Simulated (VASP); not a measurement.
Given:

```yaml
crystal:
  lattice:
    - [0.00000, 2.51270, 2.51270]
    - [2.51270, 0.00000, 2.51270]
    - [2.51270, 2.51270, 0.00000]
  atoms:
    - { symbol: Hf, position: [0.00000, 0.00000, 0.00000] }
    - { symbol: O, position: [0.25000, 0.25000, 0.25000] }
    - { symbol: O, position: [0.75000, 0.75000, 0.75000] }
```

These are r2SCAN+rVV10, VASP's PBE PAW potentials (set 64) (plane waves; VASP 6.6.1) values and carry that method's errors. Settings: 520 eV cut-off, 9×9×9 Γ-centred mesh, tetrahedra with Blöchl corrections, potentials Hf_pv O.

Unless said otherwise, spin-orbit coupling is left out, though it shifts the bands of the heavy elements here.

### Question
Estimate the energy per atom (σ→0), band gap (over mesh and band path) with the smallest direct gap where there is one.

### Answer

The band gap (over mesh and band path) is 4.34 eV and the smallest direct gap (over mesh and band path) is 4.34 eV. The energy per atom (σ→0) is -22.691 eV/atom.

The compound is HfO2 in the fluorite structure, the high-temperature cubic form, which is unstable at 0 K; the monoclinic form is the stable one. It was relaxed first.
